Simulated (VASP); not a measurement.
# HfTi2S5 (P6/mmm) in VASP: relaxation of cell and atoms with PBE

Aim: the relaxation of cell and atoms of HfTi2S5 with PBE.

Program: VASP 6.6.1. These are calculated values, not measurements. Logs are shortened: lines on timing, memory, paths and dates and some standing lists are left out, and cuts for length are marked.

## Step 1: The structure

It takes space group P6/mmm (No. 191, hexagonal). Conventional cell: a = 4.881 Å, b = 4.881 Å, c = 8.708 Å, α = 90.00°, β = 90.00°, γ = 120.00°. Hf (site symmetry 6/mmm) has 2 Ti at 2.53 Å and 6 S at 2.82 Å as nearest neighbours. Ti (site symmetry 6mm) is surrounded by 1 S at 1.82 Å. Around S (site symmetry -6m2) lie 6 S at 2.82 Å. S (site symmetry 6/mmm) is surrounded by 2 Ti at 1.82 Å. Around S (site symmetry -6m2) lie 3 Hf at 2.82 Å and 3 S at 2.82 Å.

The cell was built by a generator and needn't be a form met in nature.

## Step 2: Relaxation of cell and atoms, PBE

Input file INCAR:

```
PREC = Normal
ENCUT = 520
EDIFF = 1E-4
ISMEAR = 0
SIGMA = 0.15
LREAL = False
LASPH = True
NELM = 60
ALGO = Fast
ISIF = 3
LWAVE = False
LCHARG = False
GGA = PE
IBRION = 2
NSW = 24
EDIFFG = -0.08
```

Input file KPOINTS:

```
Automatic mesh
0
Gamma
  3 3 2
```

Input file POSCAR:

```
HfTi2S5
1.0
    4.8809025700      0.0000000000      0.0000000000
   -2.4404512800      4.2269856200      0.0000000000
    0.0000000000      0.0000000000      8.7079069900
Hf Ti S
1 2 5
Direct
    0.0000000000      0.0000000000      0.0000000000
    0.0000000000      0.0000000000      0.7090403300
    0.0000000000      0.0000000000      0.2909596700
    0.3333333300      0.6666666700      0.5000000000
    0.6666666700      0.3333333300      0.5000000000
    0.0000000000      0.0000000000      0.5000000000
    0.3333333300      0.6666666700      0.0000000000
    0.6666666700      0.3333333300      0.0000000000
```

Potentials or basis: VASP PAW PBE potentials, release 64 (Hf_pv, Ti_sv, S).

Started as:

```bash
cat potpaw_PBE.64/Hf_pv/POTCAR potpaw_PBE.64/Ti_sv/POTCAR potpaw_PBE.64/S/POTCAR > POTCAR
mpirun -np 1 vasp_std > vasp.out
```

OUTCAR:

```text
PREC = Normal
   ENCUT = 520
   EDIFF = 1E-4
   ISMEAR = 0
   LREAL = False
   LASPH = True
   NELM = 60
   ISIF = 3
   GGA = PE
   IBRION = 2
   NSW = 24
   EDIFFG = -0.08

 ion  position               nearest neighbor table
   1  0.000  0.000  0.000-   2 2.53   3 2.53   7 2.82   8 2.82   7 2.82   8 2.82   8 2.82   7 2.82

   2  0.000  0.000  0.709-   6 1.82   1 2.53
   3  0.000  0.000  0.291-   6 1.82   1 2.53
   4  0.333  0.667  0.500-
   5  0.667  0.333  0.500-
   6  0.000  0.000  0.500-   2 1.82   3 1.82
   7  0.333  0.667  0.000-   1 2.82   1 2.82   1 2.82
   8  0.667  0.333  0.000-   1 2.82   1 2.82   1 2.82

  LATTYP: Found a hexagonal cell.
 ALAT       =     4.8809025700
 C/A-ratio  =     1.7840771999

  Lattice vectors:

 A1 = (   4.8809025700,   0.0000000000,   0.0000000000)
 A2 = (  -2.4404512800,   4.2269856200,   0.0000000000)
 A3 = (   0.0000000000,   0.0000000000,   8.7079069900)

Analysis of symmetry for initial positions (statically):
=====================================================================
 Subroutine PRICEL returns:
 Original cell was already a primitive cell.

 Routine SETGRP: Setting up the symmetry group for a
 hexagonal supercell.

 Subroutine GETGRP returns: Found 24 space group operations
 (whereof 24 operations were pure point group operations)
 out of a pool of 24 trial point group operations.

The static configuration has the point symmetry D_6h.

Analysis of symmetry for dynamics (positions and initial velocities):
=====================================================================
 Subroutine PRICEL returns:
 Original cell was already a primitive cell.

 Routine SETGRP: Setting up the symmetry group for a
 hexagonal supercell.

 Subroutine GETGRP returns: Found 24 space group operations
 (whereof 24 operations were pure point group operations)
 out of a pool of 24 trial point group operations.

The dynamic configuration has the point symmetry D_6h.

 Subroutine INISYM returns: Found 24 space group operations
 (whereof 24 operations are pure point group operations),
 and found     1 'primitive' translations

----------------------------------------------------------------------------------------

                                     Primitive cell

  volume of cell :     179.6572

  direct lattice vectors                    reciprocal lattice vectors
     4.880902570  0.000000000  0.000000000     0.204880140  0.118287603  0.000000000
    -2.440451280  4.226985620  0.000000000     0.000000000  0.236575207  0.000000000
[... 123 lines left out ...]
  ---------------------------------------------------
  ext. energy  EPLUGINS =         0.00000000
  ---------------------------------------------------
  free energy    TOTEN  =       -38.44220126 eV

  energy without entropy =      -38.32178283  energy(sigma->0) =      -38.38199205

------------------------ aborting loop because EDIFF is reached ----------------------------------------

  FORCE on cell =-STRESS in cart. coord.  units (eV):
  Direction    XX          YY          ZZ          XY          YZ          ZX
  --------------------------------------------------------------------------------------
  -------------------------------------------------------------------------------------
  Total       -6.4045756     -6.4045756     38.3605294     -0.0000000      0.0000000     -0.0000000
  in kB      -57.1157975    -57.1157975    342.0979599     -0.0000001      0.0000000     -0.0000000
  external PRESSURE =      75.9554550 kB  Pullay stress =       0.0000000 kB
[... 29 lines left out ...]
--------------------------------------- Ionic step        2  -------------------------------------------

 number of electron      63.9999979 magnetization

------------------------ aborting loop EDIFF was not reached (unconverged)  ----------------------------

  FORCE on cell =-STRESS in cart. coord.  units (eV):
  Direction    XX          YY          ZZ          XY          YZ          ZX
  --------------------------------------------------------------------------------------
  -------------------------------------------------------------------------------------
  Total       -4.5083229     -4.5083229    -12.0276655     -0.0000000     -0.0000000     -0.0000000
  in kB      -35.3279945    -35.3279945    -94.2508580     -0.0000000     -0.0000000     -0.0000000
  external PRESSURE =     -54.9689490 kB  Pullay stress =       0.0000000 kB
[... 65 lines left out ...]
  FREE ENERGIE OF THE ION-ELECTRON SYSTEM (eV)
  ---------------------------------------------------
  free  energy   TOTEN  =       -41.2400060886 eV

  energy  without entropy=      -41.0704714834  energy(sigma->0) =      -41.15523879

[... ionic steps 4 to 8 ...]

--------------------------------------- Ionic step        9  -------------------------------------------

 number of electron      64.0000080 magnetization

------------------------ aborting loop because EDIFF is reached ----------------------------------------
[... 37 lines left out ...]
--------------------------------------- Ionic step       10  -------------------------------------------

 number of electron      64.0000003 magnetization

 E-fermi :   4.6575     XC(G=0):  -9.3794

 val. band max:        4.6557322694   @ k =   0.0000   0.0000   0.5000
 cond. band min:       4.6579178379   @ k =   0.3333   0.3333   0.5000
 fundamental gap:      0.0021855685
 Fermi energy:         4.6574642458

 k-point     1 :       0.0000    0.0000    0.0000
  band No.  band energies     occupation
      1     -53.1284      2.00000
      2     -53.1282      2.00000
      3     -29.5831      2.00000
      4     -29.5831      2.00000
      5     -29.5826      2.00000
      6     -29.5826      2.00000
[... 276 lines left out ...]
--------------------------------------- Ionic step       11  -------------------------------------------

 number of electron      64.0000059 magnetization

 Free energy of the ion-electron system (eV)
  ---------------------------------------------------
  ext. energy  EPLUGINS =         0.00000000
  ---------------------------------------------------
  free energy    TOTEN  =       -41.52855770 eV

  energy without entropy =      -41.34360648  energy(sigma->0) =      -41.43608209

 E-fermi :   4.7043     XC(G=0):  -9.4073

 val. band max:        4.6972050074   @ k =   0.0000   0.0000   0.0000
 cond. band min:       4.7090265427   @ k =   0.0000   0.0000   0.5000
 fundamental gap:      0.0118215353
 Fermi energy:         4.7043453564

 k-point     1 :       0.0000    0.0000    0.0000
  band No.  band energies     occupation
      1     -53.0869      2.00000
      2     -53.0868      2.00000
      3     -29.5406      2.00000
      4     -29.5406      2.00000
      5     -29.5401      2.00000
      6     -29.5400      2.00000
[... 270 lines left out ...]
  FREE ENERGIE OF THE ION-ELECTRON SYSTEM (eV)
  ---------------------------------------------------
  free  energy   TOTEN  =       -41.5285576976 eV

  energy  without entropy=      -41.3436064835  energy(sigma->0) =      -41.43608209

 reached required accuracy - stopping structural energy minimisation
```

OSZICAR:

```text
N       E                     dE             d eps       ncg     rms          rms(c)
DAV:   1     0.656999443794E+03    0.65700E+03   -0.30708E+04   472   0.164E+03
DAV:   2     0.533302995160E+02   -0.60367E+03   -0.58169E+03   496   0.453E+02
DAV:   3    -0.353162313971E+02   -0.88647E+02   -0.86213E+02   760   0.143E+02
[... 226 lines left out ...]
RMM:   5    -0.415276937273E+02   -0.45276E-03   -0.13499E-02   632   0.636E-01    0.103E-01
RMM:   6    -0.415281924467E+02   -0.49872E-03   -0.58344E-03   625   0.338E-01    0.724E-02
RMM:   7    -0.415283869172E+02   -0.19447E-03   -0.19232E-03   507   0.202E-01    0.470E-02
RMM:   8    -0.415285167357E+02   -0.12982E-03   -0.12425E-03   420   0.136E-01    0.159E-02
RMM:   9    -0.415285576976E+02   -0.40962E-04   -0.59845E-04   379   0.981E-02
  11 F= -.41528558E+02 E0= -.41436082E+02  d E =-.450412E-01
```

CONTCAR:

```text
HfTi2S5
   1.00000000000000
     4.6672204547910949   -0.0000000002500880   -0.0000000000000000
    -2.3336102228310258    4.0419314798915114    0.0000000000000000
    -0.0000000000000000    0.0000000000000000    9.7948800972540493
  Hf              Ti              S
     1     2     5
Direct
     0.0000000000000000    0.0000000000000000    0.0000000000000000
     0.0000000000000000    0.0000000000000000    0.7231757996079572
     0.0000000000000000    0.0000000000000000    0.2768242003920426
     0.3333333300000021    0.6666666699999979    0.5000000000000000
     0.6666666699999979    0.3333333300000021    0.5000000000000000
     0.0000000000000000    0.0000000000000000    0.5000000000000000
     0.3333333300000021    0.6666666699999979    0.0000000000000000
     0.6666666699999979    0.3333333300000021    0.0000000000000000

  0.00000000E+00  0.00000000E+00  0.00000000E+00
  0.00000000E+00  0.00000000E+00  0.00000000E+00
  0.00000000E+00  0.00000000E+00  0.00000000E+00
  0.00000000E+00  0.00000000E+00  0.00000000E+00
  0.00000000E+00  0.00000000E+00  0.00000000E+00
  0.00000000E+00  0.00000000E+00  0.00000000E+00
  0.00000000E+00  0.00000000E+00  0.00000000E+00
  0.00000000E+00  0.00000000E+00  0.00000000E+00
```

Run time: 9.7 min. Hardware: 1 thread of Intel Xeon Platinum 8259CL at 2.50GHz (Skylake/Cascade Lake), shared host; peak memory 0.24 GiB.

What came out:

```
Free energy                            : -41.5286 eV
Relaxed volume                         : 23.10 Å³/atom
Relaxed cell                           : a = 4.667 Å, b = 4.667 Å, c = 9.795 Å, α = 90.00°, β = 90.00°, γ = 120.00°
Space group after relaxing (to 0.05 Å) : P6/mmm (No. 191)
Energy gained by relaxing              : 385.8 meV/atom
Ionic steps                            : 11
Pressure after relaxing                : 0.1 GPa
Largest force after relaxing           : 0.005 eV/Å
Band gap on the k mesh                 : none (metal or under the smearing width)
```

Forces in eV/Å, atoms in the order of the input:
```
Hf   0.000  0.000  0.000
Ti   0.000  0.000  0.005
Ti   0.000  0.000 -0.005
S    0.000  0.000  0.000
S    0.000  0.000  0.000
S    0.000  0.000  0.000
S    0.000  0.000  0.000
S    0.000  0.000  0.000
```

The path:
```
step  energy change (eV)  largest force (eV/Å)  pressure (GPa)  volume (Å³)
   1              0.0000                8.8865            7.60       179.66
   2             -1.3578                1.5777           -5.50       204.46
   3             -2.7978                1.1216           -2.54       191.37
   4             -2.8036                1.0592           -2.31       191.09
   5             -2.8070                0.9146           -2.08       190.60
   6             -3.0266                0.6684           -0.27       183.57
   7             -3.0413                0.5707            0.54       181.41
   8             -3.0707                0.3023            0.34       182.77
   9             -3.0823                0.1203            0.22       183.79
  10             -3.0828                0.1977            0.09       185.85
  11             -3.0864                0.0053            0.06       184.78
```

Final structure:
```cif
data_structure
_symmetry_space_group_name_H-M 'P 1'
_symmetry_Int_Tables_number 1
_cell_length_a 4.6672
_cell_length_b 4.6672
_cell_length_c 9.7949
_cell_angle_alpha 90.000
_cell_angle_beta 90.000
_cell_angle_gamma 120.000
_cell_volume 184.78
loop_
_atom_site_label
_atom_site_type_symbol
_atom_site_fract_x
_atom_site_fract_y
_atom_site_fract_z
_atom_site_occupancy
Hf1 Hf 0.00000 0.00000 0.00000 1
Ti1 Ti 0.00000 0.00000 0.72318 1
Ti2 Ti 0.00000 0.00000 0.27682 1
S1 S 0.33333 0.66667 0.50000 1
S2 S 0.66667 0.33333 0.50000 1
S3 S 0.00000 0.00000 0.50000 1
S4 S 0.33333 0.66667 0.00000 1
S5 S 0.66667 0.33333 0.00000 1
```

Levels at points of the mesh, in eV from the Fermi level:
| k point | band 29 | band 30 | band 31 | band 32 | band 33 | band 34 | band 35 | band 36 |
| --- | --- | --- | --- | --- | --- | --- | --- | --- |
| (0.00, 0.00, 0.00) | -0.92 | -0.49 | -0.49 | -0.44 | -0.43 | -0.01 | -0.01 | 0.27 |
| (0.00, 0.00, 0.50) | -0.90 | -0.48 | -0.01 | -0.01 | 0.00 | 0.05 | 0.05 | 0.21 |

Caveat: the k mesh is coarse (spacing up to 0.50 Å⁻¹), so the values aren't converged; the relaxation stopped at a loose force limit of 0.08 eV/Å, so its end isn't a converged minimum. The run has no spin-orbit coupling, so splittings on Hf are missing.
